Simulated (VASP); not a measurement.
Computed with r2SCAN meta-GGA, VASP's PBE PAW potentials (set 64) (plane waves; VASP 6.6.1).

A VASP calculation is set up with these files.

File POSCAR:
```
Gd
1
    1.8481912989    -3.2011610043     0.0000000000
    1.8481912989     3.2011610043     0.0000000000
   -0.0000000000    -0.0000000000     5.6398706988
Gd
2
Direct
  0.3333330000   0.6666670000   0.2500000000
  0.6666670000   0.3333330000   0.7500000000
```

**KPOINTS**
```
Automatic mesh
0
Gamma
13 13 7
0 0 0
```

**KPOINTS_OPT**
```
k-points along high-symmetry lines
6
Line-mode
Reciprocal
  0.000000   0.000000   0.000000 ! GAMMA
  0.000000   0.500000   0.000000 ! M

  0.000000   0.500000   0.000000 ! M
 -0.333333   0.666667   0.000000 ! K

 -0.333333   0.666667   0.000000 ! K
  0.000000   0.000000   0.000000 ! GAMMA

  0.000000   0.000000   0.000000 ! GAMMA
  0.000000   0.000000   0.500000 ! A

  0.000000   0.000000   0.500000 ! A
  0.000000   0.500000   0.500000 ! L

  0.000000   0.500000   0.500000 ! L
 -0.333333   0.666667   0.500000 ! H

 -0.333333   0.666667   0.500000 ! H
  0.000000   0.000000   0.500000 ! A

  0.000000   0.500000   0.500000 ! L
  0.000000   0.500000   0.000000 ! M

 -0.333333   0.666667   0.500000 ! H
 -0.333333   0.666667   0.000000 ! K
```

INCAR:
```
# general
SYSTEM =Gd
PREC   =Accurate
ENCUT  =400
LREAL  =.False.
LASPH  =.True.

# electronic loop
EDIFF  =1E-7
NELM   =100
ALGO   =Normal
LMAXMIX=6
LMIXTAU=.True.

# smearing
ISMEAR =-5

# functional
METAGGA=R2SCAN

# ions
ISIF   =2

# output
LWAVE  =.False.
LCHARG =.False.
LORBIT =11
NEDOS  =601
```

POTCAR, in this order: Gd_3 (PBE.64 set). Program: vasp_std.

The resulting files:

File OSZICAR:
```
       N       E                     dE             d eps       ncg     rms          rms(c)
DAV:   1    -0.181353672316E+02   -0.18135E+02   -0.81613E+03  2200   0.105E+03
DAV:   2    -0.621353740799E+02   -0.44000E+02   -0.42816E+02  2464   0.220E+02
DAV:   3    -0.637358895696E+02   -0.16005E+01   -0.15167E+01  2973   0.261E+01
DAV:   4    -0.637793105333E+02   -0.43421E-01   -0.43364E-01  3277   0.406E+00
DAV:   5    -0.637814696836E+02   -0.21592E-02   -0.21803E-02  3337   0.489E-01    0.263E+01
DAV:   6    -0.615276672197E+02    0.22538E+01   -0.37133E-01  2764   0.635E+00    0.144E+01
DAV:   7    -0.600228494461E+02    0.15048E+01   -0.57164E-01  2584   0.704E+00    0.164E+00
DAV:   8    -0.611583548398E+02   -0.11355E+01   -0.61459E-01  2544   0.622E+00    0.400E+00
DAV:   9    -0.612879061090E+02   -0.12955E+00   -0.39982E-02  2960   0.164E+00    0.185E+00
DAV:  10    -0.612417217427E+02    0.46184E-01   -0.55833E-03  3597   0.563E-01    0.188E+00
DAV:  11    -0.612267681860E+02    0.14954E-01   -0.27759E-04  2989   0.207E-01    0.192E+00
DAV:  12    -0.611918820045E+02    0.34886E-01   -0.18646E-01  2234   0.467E+00    0.119E+00
DAV:  13    -0.611922648471E+02   -0.38284E-03   -0.18247E-03  2848   0.395E-01    0.127E+00
DAV:  14    -0.611905619472E+02    0.17029E-02   -0.10067E-03  2409   0.292E-01    0.108E+00
DAV:  15    -0.611906018874E+02   -0.39940E-04   -0.23672E-05  3558   0.358E-02    0.108E+00
DAV:  16    -0.611903248319E+02    0.27706E-03   -0.49561E-05  2359   0.725E-02    0.917E-01
DAV:  17    -0.611938329954E+02   -0.35082E-02   -0.20221E-03  2204   0.528E-01    0.371E-01
DAV:  18    -0.611937942074E+02    0.38788E-04   -0.22636E-04  2434   0.150E-01    0.401E-01
DAV:  19    -0.611938314708E+02   -0.37263E-04   -0.19091E-05  2614   0.426E-02    0.406E-01
DAV:  20    -0.611938914713E+02   -0.60001E-04   -0.24193E-04  2199   0.145E-01    0.166E-01
DAV:  21    -0.611941844636E+02   -0.29299E-03   -0.15645E-04  2409   0.112E-01    0.227E-01
DAV:  22    -0.611942364898E+02   -0.52026E-04   -0.42277E-05  3505   0.472E-02    0.291E-01
DAV:  23    -0.611942651648E+02   -0.28675E-04   -0.15009E-05  2489   0.348E-02    0.288E-01
DAV:  24    -0.611942823102E+02   -0.17145E-04   -0.52076E-05  2299   0.716E-02    0.316E-01
DAV:  25    -0.611943023413E+02   -0.20031E-04   -0.14955E-05  2754   0.383E-02    0.225E-01
DAV:  26    -0.611942673583E+02    0.34983E-04   -0.14217E-05  2234   0.370E-02    0.137E-01
DAV:  27    -0.611942949232E+02   -0.27565E-04   -0.53242E-06  2444   0.204E-02    0.719E-02
DAV:  28    -0.611942834995E+02    0.11424E-04   -0.22105E-06  2781   0.180E-02    0.529E-02
DAV:  29    -0.611942921236E+02   -0.86241E-05   -0.19563E-06  2364   0.119E-02    0.349E-02
DAV:  30    -0.611942853931E+02    0.67305E-05   -0.61346E-07  3099   0.864E-03    0.260E-02
DAV:  31    -0.611942877739E+02   -0.23808E-05   -0.99275E-08  1509   0.286E-03    0.174E-02
DAV:  32    -0.611942865919E+02    0.11820E-05   -0.82449E-08  1217   0.302E-03    0.911E-03
DAV:  33    -0.611942858760E+02    0.71593E-06   -0.70309E-08  1177   0.218E-03    0.529E-03
DAV:  34    -0.611942867756E+02   -0.89965E-06   -0.28975E-08  1167   0.120E-03    0.162E-03
DAV:  35    -0.611942857217E+02    0.10539E-05   -0.31929E-08  1167   0.192E-03    0.926E-04
DAV:  36    -0.611942860797E+02   -0.35802E-06   -0.12323E-08  1157   0.859E-04    0.111E-04
DAV:  37    -0.611942859747E+02    0.10496E-06   -0.53651E-09  1167   0.421E-04    0.194E-04
DAV:  38    -0.611942858742E+02    0.10051E-06   -0.30938E-09  1167   0.270E-04    0.144E-04
DAV:  39    -0.611942858588E+02    0.15483E-07   -0.18354E-09  1152   0.183E-04
   1 F= -.61194286E+02 E0= -.61194286E+02  d E =0.000000E+00
       N       E                     dE             ncg
```

**OUTCAR**
```
------------------------ aborting loop because EDIFF is reached ----------------------------------------
  FORCE on cell =-STRESS in cart. coord.  units (eV):
  Direction    XX          YY          ZZ          XY          YZ          ZX
  --------------------------------------------------------------------------------------
  Total       -0.1655333     -0.1655332      0.2200655      0.0000000      0.0000000     -0.0000000
  in kB       -3.9741320     -3.9741314      5.2833453      0.0000000      0.0000000     -0.0000000
  external PRESSURE =      -0.8883060 kB  Pullay stress =       0.0000000 kB
  volume of cell :       66.73
      direct lattice vectors                 reciprocal lattice vectors
     1.848191299 -3.201161004  0.000000000     0.270534766 -0.156193331  0.000000000
     1.848191299  3.201161004  0.000000000     0.270534766  0.156193331  0.000000000
     0.000000000  0.000000000  5.639870699     0.000000000  0.000000000  0.177309029
 POSITION                                       TOTAL-FORCE (eV/Angst)
 -----------------------------------------------------------------------------------
      1.84819      1.06706      1.40997         0.000000     -0.000000      0.000000
      1.84819     -1.06706      4.22990        -0.000000      0.000000      0.000000
 -----------------------------------------------------------------------------------
    total drift:                               -0.000005      0.000119     -0.000010
  FREE ENERGIE OF THE ION-ELECTRON SYSTEM (eV)
  ---------------------------------------------------
  free  energy   TOTEN  =       -61.1942858588 eV

  energy  without entropy=      -61.1942858588  energy(sigma->0) =      -61.19428586

 total charge

# of ion       s       p       d       tot
------------------------------------------
    1        0.416   6.262   1.088   7.766
    2        0.416   6.262   1.088   7.766
--------------------------------------------------
tot          0.832  12.524   2.176  15.532
```
(Selected blocks of OUTCAR.)

The 4f electrons are frozen in the core of the lanthanide potential, so 4f levels, which can set the real gap, and their magnetism are missing. For a metal the tetrahedron method with Blöchl corrections gives inexact stress and forces.

The compound is Gd in the hcp structure. It was relaxed first.
